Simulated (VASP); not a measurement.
```
AlP
1.0
    0.00000     2.73811     2.73811
    2.73811     0.00000     2.73811
    2.73811     2.73811     0.00000
Al P
1 1
Direct
  0.00000   0.00000   0.00000
  0.25000   0.25000   0.25000
```

These are PBE GGA with D3 dispersion (zero damping), VASP's PBE PAW potentials (set 64) (plane waves; VASP) values and carry that method's errors. Run with 520 eV cut-off, Gaussian smearing of 0.050 eV, potentials Al P.

**Question.** Give the energies of bands 2 to 7 at the high-symmetry points, in eV from the valence-band maximum.

**Answer.** 
```json
[
 {"band": "2", "Γ": "0.00", "X": "-5.28", "U": "-5.00", "L": "-5.49", "W": "-4.90"},
 {"band": "3", "Γ": "0.00", "X": "-2.08", "U": "-3.38", "L": "-0.76", "W": "-3.14"},
 {"band": "4", "Γ": "0.00", "X": "-2.08", "U": "-1.72", "L": "-0.76", "W": "-2.78"},
 {"band": "5", "Γ": "3.23", "X": "1.60", "U": "2.44", "L": "2.78", "W": "4.32"},
 {"band": "6", "Γ": "4.55", "X": "2.47", "U": "5.10", "L": "4.82", "W": "5.90"},
 {"band": "7", "Γ": "4.55", "X": "11.00", "U": "8.43", "L": "4.82", "W": "6.14"}
]
```

The gap is indirect, 1.60 eV, from the valence maximum at Γ to the conduction minimum at X.

Measured: gap 2.54 eV (computed value off by -0.94 eV), as given by Wei Chen et al., Physical Review Materials (2018), doi:10.1103/physrevmaterials.2.073803 [zero-point renormalisation of 0.02 eV added back (the table's ZPR column)].

The compound is AlP in the zinc blende structure. It was relaxed first.
